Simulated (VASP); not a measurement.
OSZICAR of a VASP run on RuAl (CsCl type):

OSZICAR:
```
       N       E                     dE             d eps       ncg     rms          rms(c)
DAV:   1     0.117015981576E+03    0.11702E+03   -0.94580E+03  2024   0.133E+03
DAV:   2    -0.124415148741E+02   -0.12946E+03   -0.12462E+03  2200   0.352E+02
DAV:   3    -0.149094964901E+02   -0.24680E+01   -0.24076E+01  2372   0.493E+01
DAV:   4    -0.149362337603E+02   -0.26737E-01   -0.26726E-01  2292   0.509E+00
DAV:   5    -0.149368729799E+02   -0.63922E-03   -0.63921E-03  2544   0.719E-01    0.119E+01
DAV:   6    -0.143581751990E+02    0.57870E+00   -0.36881E+00  2140   0.219E+01    0.237E+00
DAV:   7    -0.142814491746E+02    0.76726E-01   -0.29793E-01  2136   0.649E+00    0.201E+00
DAV:   8    -0.142653189369E+02    0.16130E-01   -0.18786E-02  2184   0.136E+00    0.202E-01
DAV:   9    -0.142651933414E+02    0.12560E-03   -0.25716E-04  2400   0.150E-01    0.129E-01
DAV:  10    -0.142651901513E+02    0.31901E-05   -0.32887E-05  2504   0.777E-02    0.825E-03
DAV:  11    -0.142651887580E+02    0.13933E-05   -0.20142E-06  2328   0.186E-02    0.513E-03
DAV:  12    -0.142651881711E+02    0.58691E-06   -0.75808E-08  1312   0.269E-03    0.198E-04
DAV:  13    -0.142651881856E+02   -0.14506E-07   -0.92066E-09  1076   0.886E-04
   1 F= -.14265188E+02 E0= -.14265073E+02  d E =-.344248E-03
```

### Question
Which electronic solver shows in the log?

### Answer
It is blocked Davidson (ALGO = Normal, or the opening steps of other solvers). The INCAR had ALGO = Normal.

### Question
Can the final energy be trusted as converged?

### Answer
Self-consistency was reached. It stopped with EDIFF = 1E-7, NELM = 100 (PBE GGA, plane waves, VASP's PBE PAW potentials (set 64)).

The compound is RuAl in the CsCl type structure. It was relaxed first. The electron count is odd and the run is not spin-polarised, which forces a metal.
